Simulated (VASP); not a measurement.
For cubic RbCl (rock salt), LDA (Ceperley-Alder, Perdew-Zunger), VASP's LDA PAW potentials (set 64) run with VASP gives ε∞ = 2.52, a static ε₀ = 4.83 and a transverse optical mode at 132 cm⁻¹.

Q: Estimate the longitudinal optical frequency at Γ.

A: By the Lyddane-Sachs-Teller relation, ω_LO = ω_TO √(ε₀/ε∞) = 132 × √(4.83/2.52) = 183 cm⁻¹.

Measured: ε∞ 2.18 at 297 K (computed value off by +15.6 %), as given by H. H. Li, Journal of Physical and Chemical Reference Data (1976), doi:10.1063/1.555536 [long-wavelength limit of the electronic terms of a dispersion formula fitted to measured refractive indices over 0.18-40.0 um; lattice terms left out].

The compound is RbCl in the rock salt structure. It was relaxed first, which changed the volume by -9 %.
